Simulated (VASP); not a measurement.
TiO₂ (rutile), at 0.96 of the tabulated volume:

```
CELL_PARAMETERS angstrom
      4.52797     0.00000     0.00000
      0.00000     4.52797     0.00000
      0.00000     0.00000     2.92000
ATOMIC_POSITIONS crystal
  Ti 0.00000 0.00000 0.00000
  Ti 0.50000 0.50000 0.50000
  O  0.30500 0.30500 0.00000
  O  0.80500 0.19500 0.50000
  O  0.19500 0.80500 0.50000
  O  0.69500 0.69500 0.00000
```

The lowest empty band near Γ, direction c, from mBJ (TB09) with spin-orbit coupling in VASP (PAW); its two spin partners are averaged. The gap over the points computed is 2.85 eV, and the next band on that side lies 0.39 eV away at the edge.

Settings: 520 eV cut-off, 6×6×9 Γ-centred mesh, Gaussian smearing of 0.050 eV, potentials Ti_sv O.

```
distance from the edge in k (1/Å)  distance in energy (meV)
---------------------------------  ------------------------
0.025                                                   3.3
0.035                                                   6.4
0.050                                                  13.1
0.070                                                  25.5
```

Problem. Fit E(1 + αE) = ħ²k²/2m* (ħ²/2m0 = 3.810 eV Å²) and predict the row at 0.095 1/Å.

Solution. The rows don't resolve α, so a parabola serves: the electron mass is m* = 0.731 m0, and so 47.0 meV. The run gave 46.5 meV, -0.5 meV from the fit.

Left out are points under 3 meV from the edge, since the levels carry 0.1 meV, and points farther than half the way to the next band.

The compound is TiO2 in the rutile structure. The cell was not relaxed at this level.
